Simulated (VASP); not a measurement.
```
TiN
1.0
    0.00000     2.06211     2.06211
    2.06211     0.00000     2.06211
    2.06211     2.06211     0.00000
Ti N
1 1
Direct
  0.00000   0.00000   0.00000
  0.50000   0.50000   0.50000
```

All values below come from PBEsol GGA, VASP's PBE PAW potentials (set 64) (plane waves; VASP). Settings: 620 eV cut-off, 15×15×15 Γ-centred mesh, first-order Methfessel-Paxton smearing of 0.10 eV, potentials Ti_sv N.

Energy and stress use the plane-wave basis of the starting cell.

Task: The ions, cell shape and volume at an external pressure of 30.0 GPa are relaxed. Predict the relaxed structure.

Result: 
```
TiN
1.0
    0.00000     2.04503     2.04503
    2.04503     0.00000     2.04503
    2.04503     2.04503     0.00000
Ti N
1 1
Cartesian
  0.00000   0.00000   0.00000
  2.04503   2.04503   2.04503
```
Space group Fm-3m (225), at a tolerance of 0.03 Å.

Task: How do energy and volume change from the first to the last step?

Result: The energy (σ→0) changes by +33.3 meV/atom and the volume by -2.5 %, in 3 ionic steps.

The compound is TiN in the rock salt structure. This run relaxes it under an external pressure of 30 GPa. Symmetry was kept, so distortions that lower it aren't found. The electron count is odd and the run is not spin-polarised, which forces a metal.
